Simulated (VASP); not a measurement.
Data:

```
GaAs
1.0
    0.00000     2.89092     2.89092
    2.89092     0.00000     2.89092
    2.89092     2.89092     0.00000
Ga As
1 1
Direct
  0.00000   0.00000   0.00000
  0.25000   0.25000   0.25000
```

Computed with revTPSS meta-GGA, VASP's PBE PAW potentials (set 64) (plane waves; VASP). Settings: 520 eV cut-off, 8×8×8 Γ-centred mesh, Gaussian smearing of 0.050 eV, potentials Ga_d As.

Problem. Estimate the energy per atom (σ→0), pressure, band gap (on the k-mesh) with the smallest direct gap where there is one.

Solution. 
- band gap (on the k-mesh) = 0.21 eV
- smallest direct gap (on the k-mesh) = 0.21 eV
- energy per atom (σ→0) = 2.320 eV/atom
- pressure = -3.43 GPa

Total energies compare only between runs with the same potentials, cut-off and functional.

The compound is GaAs in the zinc blende structure. This cell is one point of a volume scan, at 1.06 of the reference volume.
